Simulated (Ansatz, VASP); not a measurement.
## InAg2F5: VASP beside Ansatz

INCAR

```
SYSTEM = InAg2F5
PREC     = Accurate       ! precision mode
ENCUT    = 520            ! plane-wave cutoff, eV
EDIFF    = 1E-6           ! SCF threshold, eV
ISMEAR   = 0              ! smearing method
SIGMA    = 0.1            ! smearing width, eV
LREAL    = .FALSE.        ! projectors in reciprocal space
LASPH    = .TRUE.         ! aspherical terms in the spheres
NELM     = 60             ! most SCF steps
ALGO     = Normal         ! electronic algorithm
ISIF     = 2              ! what is computed and relaxed
LWAVE    = .FALSE.        ! write WAVECAR
LCHARG   = .FALSE.        ! write CHGCAR
GGA      = PE             ! functional
NBANDS   = 45             ! bands
```

The input KPOINTS:

```
Automatic mesh
0
G
  6 6 2
  0 0 0
```

File POSCAR:

```
InAg2F5
1.0
    4.4848208300      0.0000000000      0.0000000000
   -2.2424104100      3.8839687700      0.0000000000
    0.0000000000      0.0000000000      7.6326047700
In Ag F
1 2 5
Direct
    0.0000000000      0.0000000000      0.5000000000
    0.3333333300      0.6666666700      0.0000000000
    0.6666666700      0.3333333300      0.0000000000
    0.3333333300      0.6666666700      0.7729695900
    0.6666666700      0.3333333300      0.7729695900
    0.6666666700      0.3333333300      0.2270304100
    0.3333333300      0.6666666700      0.2270304100
    0.0000000000      0.0000000000      0.0000000000
```

Input for Ansatz:

```yaml
crystal:
  lattice:
    - [4.48482083, 0.0, 0.0]
    - [-2.24241041, 3.88396877, 0.0]
    - [0.0, 0.0, 7.63260477]
  atoms:
    - { symbol: In, position: [0.0, 0.0, 0.5] }
    - { symbol: Ag, position: [0.33333333, 0.66666667, 0.0] }
    - { symbol: Ag, position: [0.66666667, 0.33333333, 0.0] }
    - { symbol: F, position: [0.33333333, 0.66666667, 0.77296959] }
    - { symbol: F, position: [0.66666667, 0.33333333, 0.77296959] }
    - { symbol: F, position: [0.66666667, 0.33333333, 0.22703041] }
    - { symbol: F, position: [0.33333333, 0.66666667, 0.22703041] }
    - { symbol: F, position: [0.0, 0.0, 0.0] }
basis:
  ecutwfc: 420
kpoints:
  mp_grid: { grid: [6, 6, 2] }
hamiltonian:
  xc: pbe
scf:
  occupations: { method: gaussian, width: 0.1 }
  lower_state_search: "off"
output:
  forces: true
  stress: true
  eigenvalues: true
```

Alike in both runs: task single point; functional PBE; k mesh 6 × 6 × 2; occupations gaussian, width 0.1 eV; no spin polarisation.

|  | VASP | Ansatz |
| --- | --- | --- |
| version | VASP 6.6.1 | Ansatz 0.2.0 |
| potentials or method | VASP PAW PBE potentials, release 64 (In_d, Ag, F) | scalar-relativistic, plane waves, PAW |
| plane-wave cutoff (eV) | 520 | 420 |
| valence electrons in the cell | 70 | 86 |

```tsv
	VASP	Ansatz	Ansatz less VASP
gap on the k mesh at the Fermi level (eV)	none	none	-
pressure (GPa)	22.2	22.4	+0.28
largest component of the traceless stress (GPa)	30.33	30.18	-0.151
rms of the force components (eV/Å)	2.854	2.850	-0.0045
```

Atom by atom the forces differ by 0.004 eV/Å (rms over components). A gap of «none» marks a metal or a gap that the smearing closes. The two sets of potentials don't hold the same shells in valence.

Caveats: the k mesh is coarse (spacing up to 0.41 Å⁻¹), so the values aren't converged; so large a pressure means that the cell lies far from this level's equilibrium, or that cutoff or potentials fall short (VASP); forces of over 1 eV/Å show positions far from the minimum, so gaps and moduli don't describe the material at rest.
